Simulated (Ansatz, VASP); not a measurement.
# GaSbSe3 (perovskite type (invented)) in two plane-wave programs, part 2 of 2

Aim: how closely do two programs agree when they are given the same cell, functional and k mesh? The cell is generated by rule, not measured, and may not be a known phase. The cell is taken from a series of runs on this material, whose earlier steps may have relaxed, scaled, displaced or heated it; both programs get it as it stands.

VASP 6.6.1 and Ansatz 0.2.0.

So far: The structure; Ansatz: relaxation of cell and atoms, PBEsol; VASP: relaxation of cell and atoms, PBEsol.

**3. VASP: relaxation of cell and atoms, PBEsol (continued)**

Level of this step: PBEsol; plane waves and PAW (Sb, Ga_d, Se); invented cell (VASP).

Numbers of over 12 decimals in the logs are rounded to 6 here.

Parts of OUTCAR (step 3):

```text
ion  position               nearest neighbor table
   1  0.000  0.000  0.000-
   2  0.500  0.500  0.500-   3 2.44   4 2.44   5 2.44   5 2.44   4 2.44   3 2.44
   3  0.500  0.500  0.000-   2 2.44   2 2.44
   4  0.500  0.000  0.500-   2 2.44   2 2.44
   5  0.000  0.500  0.500-   2 2.44   2 2.44

  LATTYP: Found a simple cubic cell.
 ALAT       =     4.8717970000

 Subroutine GETGRP returns: Found 48 space group operations
 (whereof 48 operations were pure point group operations)

The static configuration has the point symmetry O_h .

 Found     35 irreducible k-points:

   k-points           NKPTS =     35   k-points in BZ     NKDIM =     35   number of bands    NBANDS=     24

   dimension x,y,z NGX =    36 NGY =   36 NGZ =   36
   dimension x,y,z NGXF=    72 NGYF=   72 NGZF=   72

   ENCUT  =  500.0 eV  36.75 Ry    6.06 a.u.   8.88  8.88  8.88*2*pi/ulx,y,z

   NELECT =      36.0000    total number of electrons

 k-points in reciprocal lattice and weights: Automatic mesh
   0.00000000  0.00000000  0.00000000       0.002
   0.12500000  0.00000000  0.00000000       0.012
   0.25000000  0.00000000  0.00000000       0.012
   0.37500000  0.00000000  0.00000000       0.012
   0.50000000  0.00000000  0.00000000       0.006
   0.12500000  0.12500000  0.00000000       0.023
   0.25000000  0.12500000  0.00000000       0.047
   0.37500000  0.12500000  0.00000000       0.047
   0.50000000  0.12500000  0.00000000       0.023
[...]
0.50000000  0.50000000  0.37500000       0.012
   0.50000000  0.50000000  0.50000000       0.002

 average (electrostatic) potential at core
       1 -88.5837       2 -65.3925       3 -53.2118       4 -53.2118       5 -53.2118

 E-fermi :   4.8709

 k-point     1 :       0.0000    0.0000    0.0000
  band No.  band energies     occupation
    ...
     15       3.2500      2.00000
     16       3.2500      2.00000
     17       3.7703      2.00000
     18       3.7703      2.00000
     19       3.7703      2.00000
     20       7.2573      0.00000
     21       7.2573      0.00000
     22       7.2573      0.00000
     23       9.3688      0.00000
     24       9.3688      0.00000

 k-point     2 :       0.1250    0.0000    0.0000
  band No.  band energies     occupation
    ...
     15       3.1355      2.00000
     16       3.6421      2.00000
     17       3.7187      2.00000
     18       3.7187      2.00000
     19       4.1510      2.00000
     20       6.8414      0.00000
     21       7.0759      0.00000
     22       7.0759      0.00000
     23       9.6788      0.00000
     24       9.7163      0.00000

 k-point     3 :       0.2500    0.0000    0.0000
  band No.  band energies     occupation
    ...
     14       2.7105      2.00000
     15       2.7105      2.00000
     16       3.3669      2.00000
     17       3.7874      2.00000
     18       3.7874      2.00000
     19       5.3907      0.00000
     20       5.9565      0.00000
     21       6.6700      0.00000
     22       6.6700      0.00000
     23      10.2271      0.00000
    ...

  Total       -0.0004784     -0.0004784     -0.0004784      0.0000000     -0.0000000     -0.0000000
  in kB       -0.0066059     -0.0066059     -0.0066059      0.0000000     -0.0000000     -0.0000000
  external PRESSURE =      -0.0066059 kB  Pullay stress =       0.0000000 kB

  energy-cutoff  :      500.00
  volume of cell :      116.03
      direct lattice vectors                 reciprocal lattice vectors
     4.877434774  0.000000000  0.000000000     0.205025807 -0.000000000 -0.000000000
     0.000000000  4.877434774 -0.000000000    -0.000000000  0.205025807 -0.000000000
     0.000000000  0.000000000  4.877434774    -0.000000000  0.000000000  0.205025807

 POSITION                                       TOTAL-FORCE (eV/Angst)
 -----------------------------------------------------------------------------------
      0.00000      0.00000      0.00000        -0.000000     -0.000000      0.000000
      2.43872      2.43872      2.43872         0.000000      0.000000      0.000000
      2.43872      2.43872     -0.00000        -0.000000     -0.000000      0.000000
      2.43872      0.00000      2.43872         0.000000      0.000000      0.000000
      0.00000      2.43872      2.43872         0.000000      0.000000      0.000000
 -----------------------------------------------------------------------------------
    total drift:                                0.000708      0.000708      0.000708

  FREE ENERGIE OF THE ION-ELECTRON SYSTEM (eV)
  ---------------------------------------------------
  free  energy   TOTEN  =       -18.5335710478 eV

  energy  without entropy=      -18.5187975202  energy(sigma->0) =      -18.52618428

 reached required accuracy - stopping structural energy minimisation

 total charge
# of ion       s       p       d       tot
------------------------------------------
    1        1.288   0.833   0.024   2.144
    2        0.878   0.777  10.093  11.748
    3        1.490   2.260   0.036   3.786
    4        1.490   2.260   0.036   3.786
    5        1.490   2.260   0.036   3.786
--------------------------------------------------
tot          6.636   8.390  10.224  25.250

[... 3 further parts left out ...]
```

CONTCAR:

```
GaSbSe3
   1.00000000000000
     4.8774347744285640    0.0000000000000000    0.0000000000000000
     0.0000000000000000    4.8774347744285640   -0.0000000000000000
     0.0000000000000000    0.0000000000000000    4.8774347744285640
  Sb              Ga              Se
     1     1     3
Direct
     0.0000000000000000    0.0000000000000000    0.0000000000000000
     0.4999998974000022    0.4999998974000022    0.4999998974000022
     0.4999998974000022    0.4999998974000022    0.0000000000000000
     0.4999998974000022    0.0000000000000000    0.4999998974000022
     0.0000000000000000    0.4999998974000022    0.4999998974000022
```

**4. Differences**

Known differences besides the potentials themselves: the data sets hold 76 valence electrons in Ansatz (on its default PAW (the set named soft_2) files) and 36 in VASP; the cutoff is 420 eV in Ansatz and 500 eV in VASP; Ansatz makes its cores anew for this functional, VASP keeps those of its PBE data sets; Ansatz adds a Pulay correction to the stress that steers its cell, VASP none. Total energies have different zeros and are not compared.

Both answers:

| quantity | Ansatz | VASP | difference |
| --- | --- | --- | --- |
| volume (Å³) | 115.91 | 116.03 | -0.11 % |
| edge a after relaxation, in the typed setting (Å) | 4.876 | 4.877 | -0.03 % |

**5. Outcome**

```
difference in volume (relaxation of cell and atoms, PBEsol) : -0.11 %
```

What this shows: The difference in volume is -0.11 % (relaxation of cell and atoms, PBEsol), within the 1.2 % picked in this series as the mark of a large difference, as far as the stopping tolerances let one tell. The data sets hold unlike numbers of valence electrons (76 in Ansatz and 36 in VASP), so part of the differences comes from the potentials. 1 further run of this series is not shown here. How closely two codes agree says nothing of how well the functional describes the real material.

[Lines on the potential files, build, host, timing and source positions are cut from VASP's logs without a mark.]

[Logs are printed without paths, hosts, clocks, repeated set-up lines and the standing remarks that a program may print on its own settings, such as how far it seeks lower states.]

[Hosts, paths, dates, database ids (printed as entryN), source tags and the programs' standing remarks are cut or masked in the printed files.]
